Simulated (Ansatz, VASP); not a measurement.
**HfO2: VASP beside Ansatz**

Aim: how closely do two programs agree when they are given the same cell, functional and k mesh?

Method: plane waves, with VASP 6.6.1 beside it; dielectric response at LDA, in Ansatz 0.2.0.

## (1) The starting structure

It takes space group Fm-3m (No. 225, cubic). Conventional cell: a = 4.977 Å, b = 4.977 Å, c = 4.977 Å, α = 90.00°, β = 90.00°, γ = 90.00°. Hf has 8 O at 2.15 Å nearest. O has 4 Hf at 2.15 Å nearest. Farther neighbours and most contacts between anions are not listed.

Structure file:

```xyz
3
Lattice="0.0000 2.4883 2.4883 2.4883 0.0000 2.4883 2.4883 2.4883 0.0000" Properties=species:S:1:pos:R:3 pbc="T T T"
Hf    0.0000    0.0000    0.0000
O     3.7324    3.7324    3.7324
O     1.2441    1.2441    1.2441
```

## (2) VASP: dielectric response, LDA

The response to a field tests empty states and converges slowly with the mesh.

Lines of VASP's logs that name or quote its potential files are left out, and so is its time.

File INCAR:

```
SYSTEM = HfO2
PREC = Accurate
ENCUT = 480
EDIFF = 1E-08
NELM = 120
ISMEAR = 0
SIGMA = 0.05
LREAL = .FALSE.
ALGO = Normal
GGA = CA
NBANDS = 14
LASPH = .TRUE.
LWAVE = .FALSE.
LCHARG = .FALSE.
KPAR = 4
LEPSILON = .TRUE.
```

File POSCAR:

```
HfO2
1.0
    0.0000000000      2.4882886518      2.4882886518
    2.4882886518      0.0000000000      2.4882886518
    2.4882886518      2.4882886518      0.0000000000
Hf O
1 2
Direct
    0.0000000000      0.0000000000      0.0000000000
    0.7500000000      0.7500000000      0.7500000000
    0.2500000000      0.2500000000      0.2500000000
```

File KPOINTS:

```
Automatic mesh
0
Gamma
9 9 9
0 0 0
```

Potentials, in the order of the species: Hf and O (LDA family, release 64).

The run is started by

```
$ mpirun -np 4 vasp_std
```

Numbers of over 12 decimals in the logs are rounded to 6 here.

Output:

```text
[banner, memory and clock lines left out]
running    4 mpi-ranks, on    1 nodes
 distrk:  each k-point on    1 cores,    4 groups
 distr:  one band on    1 cores,    1 groups

 POSCAR found type information on POSCAR HfO
 POSCAR found :  2 types and       3 ions
 LDA part: xc-table for (Slater(with rela. corr.)+CA(PZ))
 , standard interpolation
 POSCAR, INCAR and KPOINTS ok, starting setup
 FFT: planning ... GRIDC
 FFT: planning ... GRID_SOFT
 FFT: planning ... GRID
 WAVECAR not read
 entering main loop
       N       E                     dE             d eps       ncg     rms          rms(c)
DAV:   1     0.514911302783E+02    0.51491E+02   -0.75941E+03   988   0.984E+02
DAV:   2    -0.356124159754E+02   -0.87104E+02   -0.80007E+02  1462   0.210E+02
DAV:   3    -0.388288648975E+02   -0.32164E+01   -0.31994E+01  1220   0.420E+01
DAV:   4    -0.388462032395E+02   -0.17338E-01   -0.17335E-01  1172   0.356E+00
DAV:   5    -0.388464025318E+02   -0.19929E-03   -0.19929E-03  1154   0.311E-01    0.270E+01
DAV:   6    -0.335139479967E+02    0.53325E+01   -0.15501E+01  1112   0.322E+01    0.131E+01
DAV:   7    -0.333044864483E+02    0.20946E+00   -0.32682E-01  1076   0.494E+00    0.705E+00
DAV:   8    -0.331960330391E+02    0.10845E+00   -0.11969E-01  1058   0.338E+00    0.479E-01
DAV:   9    -0.331952225231E+02    0.81052E-03   -0.44931E-03  1304   0.572E-01    0.180E-01
DAV:  10    -0.331948700522E+02    0.35247E-03   -0.70281E-04  1130   0.210E-01    0.733E-02
DAV:  11    -0.331948378193E+02    0.32233E-04   -0.57382E-05  1142   0.673E-02    0.768E-03
DAV:  12    -0.331948375516E+02    0.26777E-06   -0.25185E-06  1214   0.116E-02    0.600E-03
DAV:  13    -0.331948375757E+02   -0.24169E-07   -0.44282E-08  1178   0.173E-03    0.680E-04
DAV:  14    -0.331948375763E+02   -0.55161E-09   -0.52621E-09   892   0.528E-04
   1 F= -.33194838E+02 E0= -.33194838E+02  d E =-.789926E-15
 Linear response reoptimize wavefunctions to high precision
DAV:   1    -0.331948375727E+02    0.35725E-08   -0.76062E-09  1148   0.787E-04
DAV:   2    -0.331948375727E+02    0.17963E-10   -0.26258E-10   682   0.151E-04
 Linear response G [H, r] |phi>, progress :
  Direction:   1
       N       E                     dE             d eps       ncg     rms
RMM:   1    -0.709669722816E+02   -0.70967E+02   -0.15090E+01  2402   0.751E+01
RMM:   2    -0.638466506319E+02    0.71203E+01   -0.29910E+00  1564   0.129E+01
RMM:   3    -0.638887447119E+02   -0.42094E-01   -0.12828E-01  1662   0.128E+00
RMM:   4    -0.638916332571E+02   -0.28885E-02   -0.25512E-03  1749   0.188E-01
RMM:   5    -0.638917291031E+02   -0.95846E-04   -0.26419E-04  1809   0.390E-02
RMM:   6    -0.638917396446E+02   -0.10541E-04   -0.23102E-05  1773   0.952E-03
RMM:   7    -0.638917402775E+02   -0.63295E-06   -0.13066E-05  1649   0.299E-03
RMM:   8    -0.638917403928E+02   -0.11529E-06   -0.12672E-05  1500   0.136E-03
RMM:   9    -0.638917404981E+02   -0.10527E-06    0.11231E-05  1397   0.931E-04
RMM:  10    -0.638917404161E+02    0.81983E-07   -0.18019E-05  1295   0.811E-04
RMM:  11    -0.638917406865E+02   -0.27037E-06   -0.35973E-05  1146   0.774E-04
RMM:  12    -0.638917406971E+02   -0.10631E-07   -0.35740E-05   980   0.772E-04
RMM:  13    -0.638917406847E+02    0.12369E-07   -0.37858E-05   878   0.771E-04
 Linear response G [H, r] |phi>, progress :
  Direction:   2
       N       E                     dE             d eps       ncg     rms
RMM:   1    -0.667043031768E+02   -0.66704E+02    0.38809E+00  2388   0.739E+01
RMM:   2    -0.601909241442E+02    0.65134E+01   -0.29751E+00  1551   0.128E+01
RMM:   3    -0.602250743489E+02   -0.34150E-01   -0.12462E-01  1659   0.130E+00
RMM:   4    -0.602278863966E+02   -0.28120E-02   -0.20620E-03  1755   0.179E-01
RMM:   5    -0.602279514085E+02   -0.65012E-04   -0.18769E-04  1807   0.352E-02
RMM:   6    -0.602279580176E+02   -0.66091E-05   -0.17779E-05  1779   0.843E-03
RMM:   7    -0.602279583832E+02   -0.36562E-06   -0.13041E-05  1645   0.263E-03
RMM:   8    -0.602279585424E+02   -0.15922E-06   -0.20883E-05  1501   0.126E-03
RMM:   9    -0.602279584580E+02    0.84427E-07   -0.31046E-05  1408   0.910E-04
RMM:  10    -0.602279585457E+02   -0.87719E-07   -0.23781E-05  1321   0.811E-04
RMM:  11    -0.602279585455E+02    0.23792E-09   -0.23024E-05  1152   0.785E-04
RMM:  12    -0.602279585730E+02   -0.27483E-07   -0.25035E-05   974   0.785E-04
RMM:  13    -0.602279585773E+02   -0.43291E-08   -0.25595E-05   852   0.784E-04
 Linear response G [H, r] |phi>, progress :
  Direction:   3
       N       E                     dE             d eps       ncg     rms
RMM:   1    -0.685263647199E+02   -0.68526E+02    0.47244E+00  2277   0.753E+01
RMM:   2    -0.638326368531E+02    0.46937E+01   -0.27794E+00  1539   0.123E+01
RMM:   3    -0.638563003847E+02   -0.23664E-01   -0.79728E-02  1622   0.114E+00
RMM:   4    -0.638586844401E+02   -0.23841E-02   -0.20886E-03  1697   0.167E-01
RMM:   5    -0.638587908441E+02   -0.10640E-03   -0.19726E-04  1753   0.335E-02
RMM:   6    -0.638588020558E+02   -0.11212E-04   -0.12117E-05  1675   0.821E-03
RMM:   7    -0.638588028135E+02   -0.75773E-06   -0.66200E-08  1482   0.230E-03
RMM:   8    -0.638588029981E+02   -0.18458E-06    0.12902E-05  1307   0.811E-04
RMM:   9    -0.638588029623E+02    0.35782E-07    0.85407E-05  1185   0.396E-04
[...]
RMM:  14    -0.638588029962E+02   -0.57428E-09    0.90471E-07   692   0.243E-04
 Linear response to external field (no local field effect), progress :
  Direction:   1
       N       E                     dE             d eps       ncg     rms          rms(c)
RMM:   1    -0.376224136222E+00   -0.37622E+00   -0.15228E+00  2060   0.335E+00
RMM:   2    -0.383334569114E+00   -0.71104E-02   -0.80122E-03  1558   0.520E-01
RMM:   3    -0.383466198412E+00   -0.13163E-03   -0.34026E-04  1643   0.537E-02
RMM:   4    -0.383479884467E+00   -0.13686E-04   -0.12278E-05  1727   0.984E-03
RMM:   5    -0.383480480673E+00   -0.59621E-06   -0.15750E-06  1632   0.252E-03
RMM:   6    -0.383480557571E+00   -0.76899E-07   -0.10975E-07  1437   0.701E-04
RMM:   7    -0.383480562485E+00   -0.49135E-08   -0.28537E-08  1315   0.245E-04
 change of polarisation eV/A/(eV/A) component  1 :     0.767     0.017    -0.011
 dielectric tensor                  component  1 :     5.504     0.101    -0.063
 Linear response to external field (no local field effect), progress :
  Direction:   2
       N       E                     dE             d eps       ncg     rms          rms(c)
RMM:   1    -0.327254918949E+00   -0.32725E+00   -0.12647E+00  2065   0.324E+00
RMM:   2    -0.334288832548E+00   -0.70339E-02   -0.63709E-03  1565   0.476E-01
RMM:   3    -0.334390500178E+00   -0.10167E-03   -0.27258E-04  1664   0.474E-02
RMM:   4    -0.334401279764E+00   -0.10780E-04   -0.86768E-06  1757   0.824E-03
RMM:   5    -0.334401681311E+00   -0.40155E-06   -0.11420E-06  1636   0.203E-03
RMM:   6    -0.334401733933E+00   -0.52622E-07   -0.71936E-08  1445   0.550E-04
RMM:   7    -0.334401736838E+00   -0.29049E-08   -0.20800E-08  1315   0.195E-04
 change of polarisation eV/A/(eV/A) component  2 :     0.017     0.669     0.011
 dielectric tensor                  component  2 :     0.101     4.928     0.063
 Linear response to external field (no local field effect), progress :
  Direction:   3
       N       E                     dE             d eps       ncg     rms          rms(c)
RMM:   1    -0.387553286660E+00   -0.38755E+00   -0.16323E+00  1956   0.336E+00
RMM:   2    -0.389688146142E+00   -0.21349E-02   -0.69596E-03  1549   0.463E-01
RMM:   3    -0.389779911000E+00   -0.91765E-04   -0.17673E-04  1633   0.416E-02
RMM:   4    -0.389786664407E+00   -0.67534E-05   -0.77065E-06  1678   0.728E-03
RMM:   5    -0.389787026241E+00   -0.36183E-06   -0.89920E-07  1493   0.181E-03
RMM:   6    -0.389787068419E+00   -0.42178E-07   -0.63249E-08  1265   0.498E-04
RMM:   7    -0.389787071450E+00   -0.30309E-08   -0.89088E-09  1143   0.164E-04
 change of polarisation eV/A/(eV/A) component  3 :    -0.011     0.011     0.780
 dielectric tensor                  component  3 :    -0.063     0.063     5.578
 Linear response to external field, progress :
  Direction:   1
       N       E                     dE             d eps       ncg     rms          rms(c)
RMM:   1    -0.363758240930E+00   -0.36376E+00   -0.14741E+00  4344   0.331E+00
RMM:   2    -0.369103077493E+00   -0.53448E-02   -0.71145E-03  3342   0.485E-01    0.855E-01
RMM:   3    -0.362105479809E+00    0.69976E-02   -0.43054E-03  3347   0.448E-01    0.502E-01
RMM:   4    -0.370806851792E+00   -0.87014E-02   -0.67553E-03  3404   0.577E-01    0.435E-02
RMM:   5    -0.371722417654E+00   -0.91557E-03   -0.76211E-05  3685   0.632E-02    0.936E-03
RMM:   6    -0.371767275938E+00   -0.44858E-04   -0.30522E-06  3844   0.876E-03    0.417E-03
RMM:   7    -0.371813426061E+00   -0.46150E-04   -0.24070E-07  3755   0.339E-03    0.407E-04
RMM:   8    -0.371810918647E+00    0.25074E-05   -0.16618E-08  3842   0.602E-04    0.169E-04
RMM:   9    -0.371810892503E+00    0.26144E-07    0.28427E-08  3341   0.152E-04    0.454E-05
RMM:  10    -0.371810890924E+00    0.15788E-08   -0.84638E-08  2409   0.648E-05    0.572E-06
 change of polarisation eV/A/(eV/A) component  1 :     0.710     0.013     0.003
 dielectric tensor                  component  1 :     5.170     0.074     0.018
 Linear response to external field, progress :
  Direction:   2
       N       E                     dE             d eps       ncg     rms          rms(c)
RMM:   1    -0.363606399844E+00   -0.36361E+00   -0.14725E+00  4345   0.332E+00
RMM:   2    -0.369104477909E+00   -0.54981E-02   -0.71171E-03  3345   0.486E-01    0.855E-01
RMM:   3    -0.362105891225E+00    0.69986E-02   -0.43035E-03  3347   0.448E-01    0.502E-01
RMM:   4    -0.370806532037E+00   -0.87006E-02   -0.67551E-03  3404   0.577E-01    0.435E-02
RMM:   5    -0.371723944725E+00   -0.91741E-03   -0.76365E-05  3684   0.633E-02    0.935E-03
RMM:   6    -0.371767170845E+00   -0.43226E-04   -0.30886E-06  3843   0.876E-03    0.415E-03
RMM:   7    -0.371813340664E+00   -0.46170E-04   -0.24084E-07  3752   0.339E-03    0.408E-04
RMM:   8    -0.371810945634E+00    0.23950E-05   -0.18643E-08  3844   0.597E-04    0.169E-04
RMM:   9    -0.371810899001E+00    0.46634E-07    0.14685E-08  3338   0.152E-04    0.475E-05
RMM:  10    -0.371810896371E+00    0.26294E-08    0.94832E-08  2423   0.648E-05    0.583E-06
 change of polarisation eV/A/(eV/A) component  2 :     0.013     0.710    -0.003
 dielectric tensor                  component  2 :     0.074     5.170    -0.020
 Linear response to external field, progress :
  Direction:   3
       N       E                     dE             d eps       ncg     rms          rms(c)
RMM:   1    -0.363667705652E+00   -0.36367E+00   -0.14731E+00  4334   0.331E+00
RMM:   2    -0.369103905451E+00   -0.54362E-02   -0.71101E-03  3344   0.486E-01    0.855E-01
RMM:   3    -0.362105740477E+00    0.69982E-02   -0.43042E-03  3341   0.448E-01    0.502E-01
RMM:   4    -0.370806611680E+00   -0.87009E-02   -0.67550E-03  3394   0.577E-01    0.435E-02
RMM:   5    -0.371723403020E+00   -0.91679E-03   -0.76273E-05  3677   0.632E-02    0.935E-03
RMM:   6    -0.371767144442E+00   -0.43741E-04   -0.30674E-06  3840   0.875E-03    0.416E-03
RMM:   7    -0.371813346420E+00   -0.46202E-04   -0.24187E-07  3753   0.339E-03    0.406E-04
RMM:   8    -0.371810913679E+00    0.24327E-05   -0.22147E-08  3847   0.599E-04    0.169E-04
RMM:   9    -0.371810869843E+00    0.43837E-07   -0.23198E-08  3335   0.152E-04    0.477E-05
RMM:  10    -0.371810868790E+00    0.10530E-08   -0.58322E-08  2389   0.647E-05    0.583E-06
 change of polarisation eV/A/(eV/A) component  3 :     0.002     0.007     0.710
 dielectric tensor                  component  3 :     0.013     0.040     5.170
 Born effective charges drift removed
```

From OUTCAR (step 2):

```text
ion  position               nearest neighbor table
   1  0.000  0.000  0.000-   2 2.15   3 2.15   2 2.15   2 2.15   2 2.15   3 2.15   3 2.15   3 2.15

  LATTYP: Found a face centered cubic cell.
 ALAT       =     4.9765773036

 Subroutine GETGRP returns: Found 48 space group operations
 (whereof 48 operations were pure point group operations)

The static configuration has the point symmetry O_h .

 Found     35 irreducible k-points:

   k-points           NKPTS =     35   k-points in BZ     NKDIM =     35   number of bands    NBANDS=     14

   dimension x,y,z NGX =    28 NGY =   28 NGZ =   28
   dimension x,y,z NGXF=    56 NGYF=   56 NGZF=   56

   ENCUT  =  480.0 eV  35.28 Ry    5.94 a.u.   6.29  6.29  6.29*2*pi/ulx,y,z

   NELECT =      16.0000    total number of electrons

 k-points in reciprocal lattice and weights: Automatic mesh
   0.00000000  0.00000000  0.00000000       0.001
   0.11111111  0.00000000  0.00000000       0.011
   0.22222222  0.00000000  0.00000000       0.011
   0.33333333  0.00000000  0.00000000       0.011
   0.44444444  0.00000000  0.00000000       0.011
   0.11111111  0.11111111  0.00000000       0.008
   0.22222222  0.11111111  0.00000000       0.033
   0.33333333  0.11111111  0.00000000       0.033
   0.44444444  0.11111111  0.00000000       0.033
[...]
-0.33333333  0.44444444  0.11111111       0.033
  -0.33333333  0.44444444  0.22222222       0.033

 average (electrostatic) potential at core
       1 -35.5130       2 -69.8988       3 -69.8988

  Total       -0.0028825     -0.0028825     -0.0028825      0.0000000      0.0000000      0.0000000
  in kB       -0.1498809     -0.1498809     -0.1498809      0.0000000      0.0000000      0.0000000
  external PRESSURE =      -0.1498809 kB  Pullay stress =       0.0000000 kB

  energy-cutoff  :      480.00
  volume of cell :       30.81
      direct lattice vectors                 reciprocal lattice vectors
     0.000000000  2.488288652  2.488288652    -0.200941317  0.200941317  0.200941317
     2.488288652  0.000000000  2.488288652     0.200941317 -0.200941317  0.200941317
     2.488288652  2.488288652  0.000000000     0.200941317  0.200941317 -0.200941317

 POSITION                                       TOTAL-FORCE (eV/Angst)
 -----------------------------------------------------------------------------------
      0.00000      0.00000      0.00000        -0.000000      0.000000     -0.000000
      3.73243      3.73243      3.73243         0.000000      0.000000      0.000000
      1.24414      1.24414      1.24414        -0.000000     -0.000000     -0.000000
 -----------------------------------------------------------------------------------
    total drift:                                0.000000      0.000000      0.000000

 MACROSCOPIC STATIC DIELECTRIC TENSOR (including local field effects in DFT)
 ------------------------------------------------------
           5.170011     0.000000    -0.000000
          -0.000000     5.170011     0.000000
          -0.000000     0.000000     5.170011
 ------------------------------------------------------

 PIEZOELECTRIC TENSOR (including local field effects)  for field in x, y, z        (C/m^2)
          XX          YY          ZZ          XY          YZ          ZX
  --------------------------------------------------------------------------------
  x     0.00000     0.00000     0.00000     0.00000     0.00000     0.00000
  y     0.00000     0.00000     0.00000     0.00000     0.00000     0.00000
  z     0.00000     0.00000     0.00000     0.00000     0.00000     0.00000

 BORN EFFECTIVE CHARGES (including local field effects) (in |e|, cummulative output)
 ---------------------------------------------------------------------------------
 ion    1
    1     5.58980     0.00000    -0.00000
    2    -0.00000     5.58980     0.00000
    3     0.00000    -0.00000     5.58980
 ion    2
    1    -2.79490     0.00000    -0.00000
    2     0.00000    -2.79490    -0.00000
    3     0.00000     0.00000    -2.79490
 ion    3
    1    -2.79490    -0.00000    -0.00000
    2     0.00000    -2.79490     0.00000
    3    -0.00000     0.00000    -2.79490
```

The data set Hf keeps the semicore shell frozen, which is cheaper and a little less accurate.

(Part 1 of 2 ends here.)

[Lines on the potential files, build, host, timing and source positions are cut from VASP's logs without a mark.]

[Logs are printed without paths, hosts, clocks, repeated set-up lines and the standing remarks that a program may print on its own settings, such as how far it seeks lower states.]

[Hosts, paths, dates, database ids (printed as entryN), source tags and the programs' standing remarks are cut or masked in the printed files.]
